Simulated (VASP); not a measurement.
Input:

```yaml
crystal:
  lattice:
    - [4.04437, 0.00000, 0.00000]
    - [0.00000, 4.04437, 0.00000]
    - [0.00000, 0.00000, 4.04437]
  atoms:
    - { symbol: K, position: [0.00000, 0.00000, 0.00000] }
    - { symbol: Mg, position: [0.50000, 0.50000, 0.50000] }
    - { symbol: F, position: [0.50000, 0.00000, 0.50000] }
    - { symbol: F, position: [0.00000, 0.50000, 0.50000] }
    - { symbol: F, position: [0.50000, 0.50000, 0.00000] }
```

Computed with PBE GGA, VASP's PBE PAW potentials (set 64) (plane waves; VASP 6.6.1). Run with 520 eV cut-off, Gaussian smearing of 0.050 eV, potentials K_sv Mg F.

Question: Give the energies of bands 8 to 17 at the high-symmetry points, in eV from the valence-band maximum.

Answer: 
| band | Γ | X | M | R |
|---|---|---|---|---|
| 8 | -2.33 | -2.19 | -2.99 | -3.75 |
| 9 | -2.33 | -2.19 | -2.01 | -1.60 |
| 10 | -2.33 | -2.10 | -1.82 | -1.60 |
| 11 | -0.58 | -1.36 | -1.09 | -1.60 |
| 12 | -0.58 | -0.81 | -0.97 | -1.08 |
| 13 | -0.58 | -0.81 | -0.97 | -1.08 |
| 14 | -0.32 | -0.81 | -0.86 | 0.00 |
| 15 | -0.32 | -0.50 | -0.86 | 0.00 |
| 16 | -0.32 | -0.50 | -0.02 | 0.00 |
| 17 | 6.98 | 9.84 | 10.65 | 10.27 |

The gap is indirect, 6.98 eV, from the valence maximum at R to the conduction minimum at Γ.

Measured: gap 12.40 eV (computed value off by -5.42 eV), as given by M. Sahnoun et al., Materials Chemistry and Physics (2004), doi:10.1016/j.matchemphys.2004.11.019.

The compound is KMgF3 in the cubic perovskite structure. It was relaxed first.
